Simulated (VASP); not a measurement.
Data:

```yaml
crystal:
  lattice:
    - [-1.52012, 1.52012, 1.52012]
    - [1.52012, -1.52012, 1.52012]
    - [1.52012, 1.52012, -1.52012]
  atoms:
    - { symbol: V, position: [0.00000, 0.00000, 0.00000] }
```

The numbers are results of vdW-DF2, VASP's PBE PAW potentials (set 64) (plane waves; VASP), not measurements. Numerical set-up: 520 eV cut-off, Gaussian smearing of 0.050 eV, potentials V_sv.

**Question.** Give the energies of bands 5 to 9 at the high-symmetry points, in eV from the Fermi level.

**Answer.** 
```csv
band,Γ,H,N,P
5,-6.34,-2.77,-2.98,-1.04
6,0.35,-2.77,-1.07,-1.04
7,0.35,3.43,1.69,-1.04
8,0.35,3.43,2.25,2.66
9,2.27,3.43,2.60,2.66
```

It has no gap at this level: it comes out as a metal or semimetal.

The compound is V in the bcc structure. It was relaxed first. The run is not spin-polarised, so no magnetic state was tried.
